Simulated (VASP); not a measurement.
# BH3 in VASP: a series of runs, part 2 of 2

VASP 6.6.1.

**4. Single point, PBE**

INCAR

```
SYSTEM = BH3
PREC = Accurate ; ENCUT = 900
EDIFF = 1E-6 ; ISMEAR = 0
SIGMA = 0.01 ; LREAL = .False.
LASPH = .True. ; NELM = 80
ALGO = Normal ; ISIF = 2
LWAVE = .False. ; LCHARG = .False.
GGA = PE
```

KPOINTS

```
Automatic mesh
0
Gamma
  1 1 1
  0 0 0
```

POSCAR

```
BH3
1.0
   11.0000000000      0.0000000000      0.0000000000
    0.0000000000     11.0000000000      0.0000000000
    0.0000000000      0.0000000000     11.0000000000
B H
1 3
Direct
    0.4880000000      0.5199409100      0.5052681800
    0.5760272700      0.5560136400      0.5574409100
    0.4616272700      0.4147863600      0.5096409100
    0.4263363600      0.5890318200      0.4487409100
```

Potentials or basis: VASP PAW PBE potentials, release 64 (B_h, H_h).

Run with:

```bash
> cat potpaw_PBE.64/B_h/POTCAR potpaw_PBE.64/H_h/POTCAR > POTCAR
> mpirun -np 1 vasp_gam > vasp.out
```

It took 2.8 min on 1 thread of Intel Xeon Platinum 8488C (Sapphire Rapids), shared host; peak memory 1.7 GiB.

Results (log left out):

* Free energy: -15.8782 eV
* Largest force: 0.103 eV/Å
* Gap between the frontier levels: 5.41 eV

Forces on the atoms (eV/Å):
```
B    0.000 -0.001  0.001
H    0.083  0.034  0.049
H   -0.025 -0.098  0.004
H   -0.058  0.065 -0.054
```

Levels at points of the mesh, in eV from the valence-band top:
```csv
k point,band 1,band 2,band 3,band 4,band 5,band 6
"(0.00, 0.00, 0.00)",-4.12,0.00,0.00,5.41,8.09,9.25
```

**5. Single point, r2SCAN**

INCAR

```
SYSTEM = BH3
  ALGO = Normal
  EDIFF = 1E-6
  ENCUT = 520
  ISIF = 2
  ISMEAR = 0
  LASPH = .True.
  LCHARG = .False.
  LMIXTAU = .True.
  LREAL = .False.
  LWAVE = .False.
  METAGGA = R2SCAN
  NELM = 60
  PREC = Accurate
  SIGMA = 0.01
```

KPOINTS

```
k-points
0
Gamma
  1 1 1
  0 0 0
```

POSCAR

```
BH3
1.0
   11.0000000000      0.0000000000      0.0000000000
    0.0000000000     11.0000000000      0.0000000000
    0.0000000000      0.0000000000     11.0000000000
B H
1 3
Cartesian
    5.3680000000      5.7193500100      5.5579499800
    6.3362999700      6.1161500400      6.1318500100
    5.0778999700      4.5626499600      5.6060500100
    4.6896999600      6.4793500200      4.9361500100
```

Potentials or basis: VASP PAW PBE potentials, release 64 (B, H).

Run with:

```bash
> cat potpaw_PBE.64/B/POTCAR potpaw_PBE.64/H/POTCAR > POTCAR
> mpirun -np 1 vasp_gam > vasp.out
```

OUTCAR:

```text
SYSTEM = BH3
   EDIFF = 1E-6
   ENCUT = 520
   ISIF = 2
   ISMEAR = 0
   LASPH = .True.
   LREAL = .False.
   METAGGA = R2SCAN
   NELM = 60
   PREC = Accurate

 ion  position               nearest neighbor table
   1  0.488  0.520  0.505-   4 1.19   2 1.19   3 1.19
   2  0.576  0.556  0.557-   1 1.19
   3  0.462  0.415  0.510-   1 1.19
   4  0.426  0.589  0.449-   1 1.19

  LATTYP: Found a simple cubic cell.
 ALAT       =    11.0000000000

  Lattice vectors:

[... 180 lines left out ...]
  Direction    XX          YY          ZZ          XY          YZ          ZX
  --------------------------------------------------------------------------------------
  -------------------------------------------------------------------------------------
  Total       -0.1415261     -0.1794988     -0.0918982     -0.0136429      0.0190595     -0.0616014
  in kB       -0.1703606     -0.2160698     -0.1106214     -0.0164225      0.0229427     -0.0741520
  external PRESSURE =      -0.1656840 kB  Pullay stress =       0.0000000 kB

 VOLUME and BASIS-vectors are now :
 -----------------------------------------------------------------------------
  energy-cutoff  :      520.00
  volume of cell :     1331.00
      direct lattice vectors                 reciprocal lattice vectors
    11.000000000  0.000000000  0.000000000     0.090909091  0.000000000  0.000000000
     0.000000000 11.000000000  0.000000000     0.000000000  0.090909091  0.000000000
     0.000000000  0.000000000 11.000000000     0.000000000  0.000000000  0.090909091

 POSITION                                       TOTAL-FORCE (eV/Angst)
 -----------------------------------------------------------------------------------
      5.36800      5.71935      5.55795        -0.000262     -0.000269      0.001115
      6.33630      6.11615      6.13185        -0.058063     -0.024141     -0.034350
      5.07790      4.56265      5.60605         0.017768      0.069236     -0.002935
      4.68970      6.47935      4.93615         0.040557     -0.044826      0.036170
 -----------------------------------------------------------------------------------
    total drift:                                0.000167     -0.000790      0.000042

  FREE ENERGIE OF THE ION-ELECTRON SYSTEM (eV)
  ---------------------------------------------------
  free  energy   TOTEN  =       -16.7773077068 eV

  energy  without entropy=      -16.7773077068  energy(sigma->0) =      -16.77730771
```

OSZICAR:

```text
N       E                     dE             d eps       ncg     rms          rms(c)
DAV:   1     0.364385028026E+02    0.36439E+02   -0.10373E+03    14   0.370E+02
DAV:   2    -0.299671228536E+01   -0.39435E+02   -0.39435E+02    28   0.384E+01
DAV:   3    -0.185801607816E+02   -0.15583E+02   -0.15583E+02    14   0.597E+01
[... 31 lines left out ...]
DAV:  35    -0.167772692388E+02    0.13101E-04   -0.84990E-06    14   0.381E-02    0.105E-03
DAV:  36    -0.167772885460E+02   -0.19307E-04   -0.50441E-06    14   0.305E-02    0.679E-04
DAV:  37    -0.167773031787E+02   -0.14633E-04   -0.97954E-06    14   0.436E-02    0.367E-04
DAV:  38    -0.167773079520E+02   -0.47732E-05   -0.67405E-06    14   0.389E-02    0.256E-04
DAV:  39    -0.167773077068E+02    0.24512E-06   -0.65018E-08    28   0.419E-03
   1 F= -.16777308E+02 E0= -.16777308E+02  d E =-.354005E-21
```

Run time: 6.6 min. Hardware: 1 thread of Intel Xeon Platinum 8488C (Sapphire Rapids), shared host; peak memory 1.2 GiB.

Results:

| Quantity | Value |
| --- | --- |
| Free energy | -16.7773 eV |
| Largest force | 0.072 eV/Å |
| Gap between the frontier levels | 6.27 eV |

Forces in eV/Å, atoms in the order of the input:
```
B    0.000  0.000  0.001
H   -0.058 -0.024 -0.034
H    0.018  0.069 -0.003
H    0.041 -0.045  0.036
```

Levels at points of the mesh, in eV from the valence-band top:
```tsv
k point	band 1	band 2	band 3	band 4	band 5	band 6	band 7
(0.00, 0.00, 0.00)	-4.35	0.00	0.00	6.27	8.87	10.04	10.06
```

Caveat: the PAW data sets were made with another functional, which shifts forces and pressure a little.

**6. For comparison**

An earlier run on the cell as given: functional PBE; potentials or basis VASP PAW PBE potentials, release 64 (B, H); cutoff 520 eV; k mesh 1 × 1 × 1; occupations gaussian, width 0.01 eV; no spin polarisation.

* Largest force: 0.115 eV/Å
* Gap between the frontier levels: 5.43 eV

**7. Summary**

```tsv
task	level	potentials or basis	cell	cutoff (eV)	gap on the mesh (eV)	largest force (eV/Å)
single point	LDA	VASP PAW LDA potentials, release 64 (B, H)	as given	520	5.10	0.18
relaxation of the atoms	r2SCAN+D4	VASP PAW PBE potentials, release 64 (B, H)	atoms relaxed	520	6.28	-
single point	PBE	VASP PAW PBE potentials, release 64 (B_h, H_h)	as given	900	5.41	0.10
single point	r2SCAN	VASP PAW PBE potentials, release 64 (B, H)	as given	520	6.27	0.07
single point	PBE	VASP PAW PBE potentials, release 64 (B, H)	as given	520	5.43	0.12
```

Alike in all rows: no spin polarisation; k mesh 1 × 1 × 1; smearing gaussian 0.01 eV.

Caveats: the PAW data sets were made with another functional, which shifts forces and pressure a little (some runs).

Total energies depend on the potentials used, so only differences within one code and one set of settings carry meaning.
